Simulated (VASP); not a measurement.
Input for VASP

**INCAR**
```
ALGO  =  Normal
EDIFF  =  1E-6
EDIFFG  =  -0.01
ENCUT  =  400
GGA  =  PS
IBRION  =  2
ISIF  =  3
ISMEAR  =  1
LASPH  =  .TRUE.
LCHARG  =  .FALSE.
LMAXMIX  =  4
LREAL  =  .FALSE.
LWAVE  =  .FALSE.
NELM  =  100
NSW  =  60
PREC  =  Accurate
SIGMA  =  0.1
SYSTEM  =  InAs
```

POSCAR:
```
InAs
1
    0.0000000000     3.0448413697     3.0448413697
    3.0448413697     0.0000000000     3.0448413697
    3.0448413697     3.0448413697    -0.0000000000
In As
1 1
Direct
  0.0000000000   0.0000000000   0.0000000000
  0.2500000000   0.2500000000   0.2500000000
```

KPOINTS:
```
Automatic mesh
0
Gamma
9 9 9
0 0 0
```

POTCAR, in this order: In_d As (PBE.64 set). Program: vasp_std.

Q: Write an equivalent input for Quantum ESPRESSO's pw.x.

A: One equivalent input (not run):
```
&CONTROL
  calculation = 'vc-relax'
  pseudo_dir = './pseudo'
  outdir = './out'
  tprnfor = .true.
  tstress = .true.
  nstep = 60
  forc_conv_thr = 0.00039
/
&SYSTEM
  ibrav = 0
  nat = 2
  ntyp = 2
  ecutwfc = 84
  occupations = 'smearing'
  smearing = 'methfessel-paxton'
  degauss = 0.00735
  input_dft = 'pbesol'
/
&ELECTRONS
  conv_thr = 7.3e-08
  electron_maxstep = 100
/
&IONS
/
&CELL
/
ATOMIC_SPECIES
  In 114.818 In.upf
  As 74.922 As.upf
CELL_PARAMETERS angstrom
     0.0000000    3.0448414    3.0448414
     3.0448414    0.0000000    3.0448414
     3.0448414    3.0448414   -0.0000000
ATOMIC_POSITIONS crystal
  In   0.0000000  0.0000000  0.0000000
  As   0.2500000  0.2500000  0.2500000
K_POINTS automatic
  9 9 9 0 0 0
```
Limits of the translation: the potentials are each code's own (VASP's PAW set, PseudoDojo norm-conserving files in pw.x), so ENCUT and ecutwfc are chosen apart and not converted; conv_thr bounds pw.x's estimated SCF error, while EDIFF bounds the energy change between steps; forc_conv_thr acts on force components and is met together with etot_conv_thr.

The structure was generated: InAs was put into the zinc blende type (F-43m), which need not be its known phase. It was relaxed first. The start is the result of an earlier pass.
